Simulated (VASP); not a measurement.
Given:

```
EuO
1.0
    0.00000     2.48888     2.48888
    2.48888     0.00000     2.48888
    2.48888     2.48888     0.00000
Eu O
1 1
Direct
  0.00000   0.00000   0.00000
  0.50000   0.50000   0.50000
```

Calculation: PBE GGA, VASP's PBE PAW potentials (set 64) (plane waves; VASP). Numerical set-up: 520 eV cut-off, 9×9×9 Γ-centred mesh, Gaussian smearing of 0.010 eV, potentials Eu_2 O.

The 4f electrons are frozen in the core of the lanthanide potential, so 4f levels, which can set the real gap, and their magnetism are missing. The dielectric response may not be converged in the k-mesh; for small gaps it tends to come out too large.

Q: The job: EuO (rock salt), 2 atoms, PBE, DFPT for ε, Born charges and Γ modes, 520 eV, 9×9×9 Γ-centred mesh. Roughly how much core time does it take on a busy server core?

A: About 3 core-minutes (one run on a shared machine, a rough figure). It had 35 irreducible k-points, 11 bands, up to 869 plane waves and 148 electronic steps.

The compound is EuO in the rock salt structure. It was relaxed first, which changed the volume by -9 %.
